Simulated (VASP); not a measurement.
```
AuCu3
1.0
    3.75917     0.00000     0.00000
    0.00000     3.75917     0.00000
    0.00000     0.00000     3.75917
Cu Au
3 1
Cartesian
  0.00000   1.87959   1.87959
  1.87959   0.00000   1.87959
  1.87959   1.87959   0.00000
  0.00000   0.00000   0.00000
```

Computed with PBE GGA with D3 dispersion (zero damping), VASP's PBE PAW potentials (set 64) (plane waves; VASP). Run with 520 eV cut-off, 8×8×8 Γ-centred mesh, first-order Methfessel-Paxton smearing of 0.10 eV, potentials Cu Au.

Task: The job: Cu₃Au (L1_2), 4 atoms, PBE-D3 (zero damping), static run, 520 eV, 8×8×8 Γ-centred mesh. Roughly how much core time does it take on a busy server core?

Result: About 90 core-seconds (one run on a shared machine, a rough figure). It had 35 irreducible k-points, 26 bands, up to 1472 plane waves and 15 electronic steps.

The compound is Cu3Au in the L1_2 structure. This cell is one point of a volume scan, at 1.03 of the reference volume.
